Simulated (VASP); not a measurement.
# Sn3C in VASP: one cell, several levels of theory, part 2 of 3

The system is an ordered 4-atom cell of Sn3C on the diamond lattice (R3m), a generated structure that needn't be the ground state.

VASP 6.6.1, plane waves, PAW. The steps go on from the part before.

## Step 3: Single point with LDA

INCAR reads:

```
ENCUT = 520.000000
SIGMA = 0.020000
EDIFF = 1.00e-07
GGA = CA
PREC = Accurate
IBRION = -1
ISIF = 2
ISMEAR = -1
NBANDS = 31
NELM = 120
NSW = 0
LASPH = .TRUE.
LCHARG = .TRUE.
LELF = .TRUE.
LWAVE = .FALSE.
LREAL = .FALSE.
```

KPOINTS reads:

```
KPOINTS created by Atomic Simulation Environment
0
Gamma
8 8 8
0 0 0
```

KPOINTS_OPT reads:

```
special points
11
Reciprocal
0.0000000000 0.0000000000 0.0000000000 1
0.5000000000 0.0000000000 0.0000000000 1
0.5000000000 0.1835015303 -0.1835015303 1
0.8164984697 0.5000000000 0.1835015303 1
0.5000000000 0.5000000000 0.5000000000 1
0.3417507652 0.0000000000 -0.3417507652 1
0.6582492348 0.3417507652 0.0000000000 1
0.5000000000 0.5000000000 0.0000000000 1
0.6582492348 0.6582492348 0.1835015303 1
0.1000000000 0.1000000000 0.1000000000 1
0.5316498470 0.5316498470 0.0367003061 1
```

POSCAR reads:

```
C  Sn
 1.0000000000000000
     1.9889268993534768    1.1483074807237781    7.2261631472791334
    -1.9889268993534768    1.1483074807237781    7.2261631472791334
     0.0000000000000000   -2.2966149614968736    7.2261631472712979
 C   Sn
   1   3
Cartesian
  1.9889268993534768  1.1483074807238087  7.2126923278844446
  0.0000000000000000 -0.0000000000243341 10.6964820660224849
 -0.0000000000000000 -0.0000000000177287  7.7929375480094407
  0.0000000000000000 -0.0000000000442738 19.4614077285645024
```

Potentials: the recommended LDA PAW datasets, 46 valence electrons in the neutral cell.

The run is started by

```
> mpirun -np 1 vasp_std
```

Standard output, without the iteration lines:

```text
POSCAR found type information on POSCAR C Sn
 POSCAR found :  2 types and       4 ions
 LDA part: xc-table for (Slater(with rela. corr.)+CA(PZ))
 , standard interpolation
 POSCAR, INCAR and KPOINTS ok, starting setup
 FFT: planning ... GRIDC
 FFT: planning ... GRID_SOFT
 FFT: planning ... GRID
 WAVECAR not read
 entering main loop
 Start KPOINTS_OPT (optional k-point list driver)
k-point batch [1-11\11]
```

OSZICAR:

```text
N       E                     dE             d eps       ncg     rms          rms(c)
DAV:   1     0.437949114294E+03    0.43795E+03   -0.23276E+04  4135   0.224E+03
DAV:   2     0.398746805829E+02   -0.39807E+03   -0.38607E+03  4030   0.551E+02
DAV:   3    -0.188535991929E+02   -0.58728E+02   -0.57496E+02  4855   0.181E+02
DAV:   4    -0.219587882616E+02   -0.31052E+01   -0.30839E+01  4640   0.451E+01
DAV:   5    -0.220630137868E+02   -0.10423E+00   -0.10419E+00  5066   0.847E+00    0.731E+00
DAV:   6    -0.205960832238E+02    0.14669E+01   -0.72978E+00  6376   0.164E+01    0.406E+00
DAV:   7    -0.204049551127E+02    0.19113E+00   -0.12884E+00  5199   0.133E+01    0.205E+00
DAV:   8    -0.203876822164E+02    0.17273E-01   -0.35672E-01  4908   0.361E+00    0.614E-01
DAV:   9    -0.203786029302E+02    0.90793E-02   -0.41252E-02  4942   0.154E+00    0.267E-01
DAV:  10    -0.203779458717E+02    0.65706E-03   -0.93781E-03  5649   0.922E-01    0.105E-01
DAV:  11    -0.203778809212E+02    0.64950E-04   -0.17167E-03  4661   0.284E-01    0.601E-02
DAV:  12    -0.203778858221E+02   -0.49009E-05   -0.32593E-04  5496   0.124E-01    0.184E-02
DAV:  13    -0.203778868834E+02   -0.10613E-05   -0.12700E-05  5891   0.529E-02    0.617E-03
DAV:  14    -0.203778864346E+02    0.44885E-06   -0.32977E-06  4985   0.186E-02    0.289E-03
DAV:  15    -0.203778865077E+02   -0.73115E-07   -0.38729E-07  4166   0.578E-03
   1 F= -.20377887E+02 E0= -.20376684E+02  d E =-.240477E-02
       N       E                     dE             ncg
DAV:   1     0.498543857053E+04   -0.12009E+05      710
DAV:   2     0.595414911512E+03   -0.43900E+04      682
DAV:   3    -0.417245398121E+02   -0.63714E+03      824
DAV:   4    -0.716749294193E+02   -0.29950E+02      773
DAV:   5    -0.726815235852E+02   -0.10066E+01      911
DAV:   6    -0.727210622574E+02   -0.39539E-01      871
DAV:   7    -0.727236482851E+02   -0.25860E-02     1047
DAV:   8    -0.727236659427E+02   -0.17658E-04      871
DAV:   9    -0.727236666009E+02   -0.65824E-06      791
DAV:  10    -0.727236666226E+02   -0.21723E-07      509
```

OUTCAR, selected sections:

```text
k-points           NKPTS =     65   k-points in BZ     NKDIM =     65   number of bands    NBANDS=     31

   NELECT =      46.0000    total number of electrons

   dimension x,y,z NGX =    56 NGY =   56 NGZ =   56
   dimension x,y,z NGXF=   112 NGYF=  112 NGZF=  112

  energy-cutoff  :      520.00
  volume of cell :       99.02
      direct lattice vectors                 reciprocal lattice vectors
     1.988926899  1.148307481  7.226163147     0.251391844  0.145141149  0.046128675
    -1.988926899  1.148307481  7.226163147    -0.251391844  0.145141149  0.046128675
     0.000000000 -2.296614961  7.226163147     0.000000000 -0.290282297  0.046128675

 k-points in reciprocal lattice and weights: KPOINTS created by Atomic Simulation Env
   0.00000000  0.00000000  0.00000000       0.002
   0.12500000 -0.00000000 -0.00000000       0.012
   0.25000000 -0.00000000 -0.00000000       0.012
   0.37500000 -0.00000000  0.00000000       0.012
   0.50000000 -0.00000000 -0.00000000       0.006
   0.12500000  0.12500000 -0.00000000       0.012
   0.25000000  0.12500000  0.00000000       0.023
   0.37500000  0.12500000 -0.00000000       0.023
[... 57 more k-points ...]

 E-fermi :   6.7261

 k-point     1 :       0.0000    0.0000    0.0000
  band No.  band energies     occupation
      1     -15.3533      2.00000
      2     -15.2612      2.00000
      3     -15.2612      2.00000
      4     -15.2194      2.00000
      5     -15.2194      2.00000
      6     -15.1179      2.00000
      7     -15.1179      2.00000
      8     -14.9357      2.00000
      9     -14.9339      2.00000
     10     -14.9339      2.00000
     11     -14.6403      2.00000
     12     -14.6264      2.00000
     13     -14.6264      2.00000
     14     -14.4897      2.00000
     15     -14.4897      2.00000
     16      -5.9707      2.00000
     17      -3.5125      2.00000
     18      -0.8195      2.00000
     19       4.5338      2.00000
     20       4.6026      2.00000
     21       4.6026      2.00000
     22       5.3777      2.00000
     23       7.9575      0.00000
     24       8.1599      0.00000
     25       8.1599      0.00000
     26       9.9518      0.00000
     27       9.9518      0.00000
     28      10.6705      0.00000
     29      10.9995      0.00000
     30      10.9995      0.00000
     31      11.3495      0.00000

 k-point     2 :       0.1250   -0.0000   -0.0000
  band No.  band energies     occupation
      1     -15.3498      2.00000
      2     -15.2646      2.00000
      3     -15.2622      2.00000
      4     -15.2200      2.00000
      5     -15.2141      2.00000
      6     -15.1129      2.00000
      7     -15.1005      2.00000
      8     -14.9393      2.00000
      9     -14.9229      2.00000
     10     -14.9208      2.00000
     11     -14.6438      2.00000
     12     -14.6340      2.00000
     13     -14.6272      2.00000
     14     -14.5143      2.00000
     15     -14.4916      2.00000
     16      -5.8115      2.00000
     17      -3.3360      2.00000
     18      -0.7094      2.00000
     19       3.1076      2.00000
     20       4.3927      2.00000
     21       5.1362      2.00000
     22       5.6210      2.00000
     23       6.7096      1.38952
     24       7.5793      0.00000
     25       8.3779      0.00000
     26       9.3678      0.00000
     27      10.3490      0.00000
     28      10.4152      0.00000
     29      11.5273      0.00000
     30      11.6832      0.00000
     31      12.0380      0.00000

 k-point     3 :       0.2500   -0.0000   -0.0000
  band No.  band energies     occupation
      1     -15.3415      2.00000
      2     -15.2726      2.00000
      3     -15.2650      2.00000
      4     -15.2218      2.00000
      5     -15.2009      2.00000
      6     -15.1007      2.00000
      7     -15.0511      2.00000
      8     -14.9475      2.00000
      9     -14.8925      2.00000
     10     -14.8857      2.00000
     11     -14.6603      2.00000
     12     -14.6559      2.00000
     13     -14.6276      2.00000
     14     -14.5785      2.00000
     15     -14.4962      2.00000
     16      -5.3572      2.00000
     17      -2.8287      2.00000
     18      -0.5446      2.00000
     19       1.8224      2.00000
     20       3.9603      2.00000
     21       3.9705      2.00000
     22       4.7284      2.00000
     23       6.7181      1.19676
     24       6.9264      0.00009
     25       8.1755      0.00000
     26       9.1487      0.00000
     27      10.2259      0.00000
     28      11.1130      0.00000
     29      11.5259      0.00000
     30      11.9558      0.00000
     31      12.3467      0.00000

 k-point     4 :       0.3750   -0.0000    0.0000
  band No.  band energies     occupation
      1     -15.3334      2.00000
      2     -15.2805      2.00000
      3     -15.2680      2.00000
      4     -15.2238      2.00000
      5     -15.1872      2.00000
      6     -15.0883      2.00000
      7     -14.9876      2.00000
      8     -14.9475      2.00000
      9     -14.8548      2.00000
     10     -14.8414      2.00000
     11     -14.6919      2.00000
     12     -14.6875      2.00000
     13     -14.6726      2.00000
     14     -14.6124      2.00000
     15     -14.5007      2.00000
     16      -4.7207      2.00000
     17      -2.1810      2.00000
     18      -0.7572      2.00000
     19       1.2065      2.00000
     20       2.4913      2.00000
     21       3.5981      2.00000
     22       3.8364      2.00000
     23       6.1182      2.00000
     24       7.1893      0.00000
     25       8.1223      0.00000
     26       9.1338      0.00000
     27       9.9419      0.00000
     28      11.2125      0.00000
     29      11.4589      0.00000
     30      11.8882      0.00000
     31      12.7697      0.00000

 k-point     5 :       0.5000   -0.0000   -0.0000
  band No.  band energies     occupation
      1     -15.3303      2.00000
      2     -15.2838      2.00000
      3     -15.2693      2.00000
      4     -15.2245      2.00000
      5     -15.1814      2.00000
      6     -15.0832      2.00000
      7     -14.9715      2.00000
      8     -14.9193      2.00000
      9     -14.8343      2.00000
     10     -14.8160      2.00000
     11     -14.7370      2.00000
     12     -14.7077      2.00000
     13     -14.6960      2.00000
     14     -14.6126      2.00000
     15     -14.5026      2.00000
     16      -4.3296      2.00000
     17      -2.0702      2.00000
     18      -0.5654      2.00000
     19       0.4535      2.00000
     20       2.7346      2.00000
     21       2.9555      2.00000
     22       3.4627      2.00000
     23       5.9083      2.00000
     24       7.1777      0.00000
     25       8.3236      0.00000
     26       9.1884      0.00000
     27       9.4982      0.00000
     28      11.2093      0.00000
     29      11.5202      0.00000
     30      11.7482      0.00000
     31      12.7852      0.00000

 k-point     6 :       0.1250    0.1250   -0.0000
  band No.  band energies     occupation
      1     -15.3497      2.00000
      2     -15.2660      2.00000
      3     -15.2611      2.00000
      4     -15.2198      2.00000
      5     -15.2143      2.00000
      6     -15.1142      2.00000
      7     -15.0987      2.00000
      8     -14.9388      2.00000
      9     -14.9239      2.00000
     10     -14.9207      2.00000
     11     -14.6433      2.00000
     12     -14.6341      2.00000
     13     -14.6273      2.00000
     14     -14.5149      2.00000
     15     -14.4912      2.00000
     16      -5.8057      2.00000
     17      -3.3698      2.00000
     18      -0.6455      2.00000
     19       3.0891      2.00000
     20       4.3780      2.00000
     21       4.9562      2.00000
     22       5.8330      2.00000
     23       6.5801      1.99865
     24       7.6702      0.00000
     25       8.3216      0.00000
     26       9.6205      0.00000
     27      10.2460      0.00000
     28      10.3254      0.00000
     29      11.5887      0.00000
     30      11.5900      0.00000
     31      12.0564      0.00000

[... the tables of k-points 7 to 65 left out ...]

  Total       -1.6041752     -1.6041752     -1.8472158      0.0000000      0.0000000      0.0000000
  in kB      -25.9553186    -25.9553186    -29.8876787      0.0000000      0.0000000      0.0000000
  external PRESSURE =     -27.2661053 kB  Pullay stress =       0.0000000 kB

 POSITION                                       TOTAL-FORCE (eV/Angst)
 -----------------------------------------------------------------------------------
      0.00000     -0.00000     21.66502         0.000000      0.000000     -0.092012
      0.00000     -0.00000     10.69648         0.000000      0.000000     -0.014081
      0.00000     -0.00000      7.79294         0.000000      0.000000     -0.023829
      0.00000     -0.00000     19.46141         0.000000     -0.000000      0.129922
 -----------------------------------------------------------------------------------
    total drift:                                0.000000     -0.000000     -0.001137

  FREE ENERGIE OF THE ION-ELECTRON SYSTEM (eV)
  ---------------------------------------------------
  free  energy   TOTEN  =       -20.3778865077 eV

  energy  without entropy=      -20.3754817342  energy(sigma->0) =      -20.37668412
```

Run time: 4.6 min. Hardware: 1 MPI rank of Intel Xeon 6975P-C, shared host; peak memory 0.48 GiB.

The levels at the points of KPOINTS_OPT are read from vasprun.xml.

Band energies at the special points (eV, zero at the top of v, the last band that the electrons fill by count):

| point | v−1 | v | c | c+1 |
| --- | --- | --- | --- | --- |
| Γ | -2.73 | -0.15 | 0.05 | 0.05 |
| L | -4.65 | -2.20 | -0.93 | 0.21 |
| B1 | -4.48 | -3.69 | -0.70 | -0.38 |
| B | -4.48 | -3.69 | -0.70 | -0.38 |
| Z | -2.44 | -0.24 | -0.24 | 0.87 |
| X | -4.56 | -3.70 | -0.82 | 0.16 |
| Q | -4.56 | -3.70 | -0.82 | 0.16 |

At the LDA level the bands overlap by 1.90 eV: a metal. The pressure is -2.73 GPa, and the largest force is 0.130 eV/Å, on atom 4 (Sn).

The maps below are laid out on this run's own conventional cell (a, b, c = 3.978, 3.978, 21.678 Å).

Density in a lattice plane of the grid's cell (edges 3.98 and 21.68 Å, at 0.000 of the third edge), which holds C and Sn.

Ten even steps from ' ' (0.02 e/Å³) to '@' (11.90 e/Å³):
```
            
            
            
            
            
            
%%::      ::
            
            
@@::      ::
            
            
            
            
            
            
            
@@::      ::
            
..          
```
Columns run along the first of these edges and rows up along the second, over one cell in 6 and 20 even steps from the bottom left corner. Atoms in the plane (fractional): C at (0.00, 0.00), Sn at (0.00, 0.51), Sn at (0.00, 0.64), Sn at (0.00, 0.10).

ELF in the same plane.

Ten even steps from '0' (0.00) to '9' (0.78):
```
753435
003430
024442
026662
014441
332323
234643
542024
654045
435353
455455
013331
004640
014441
002320
024542
556465
434243
752025
095359
```
Columns run along the first of these edges and rows up along the second, over one cell in 6 and 20 even steps from the bottom left corner. Atoms in the plane (fractional): C at (0.00, 0.00), Sn at (0.00, 0.51), Sn at (0.00, 0.64), Sn at (0.00, 0.10).

Both are smooth fields of the valence electrons: close to the nuclei they are not physical.

The highest ELF values outside the cores: 0.86 in the shell around C, 0.7 Å from C; 0.85 on the C–Sn line, 0.8 Å from C; 0.62 on the Sn–Sn line, 1.4 Å from Sn.

(Part 2 of 3 ends here.)
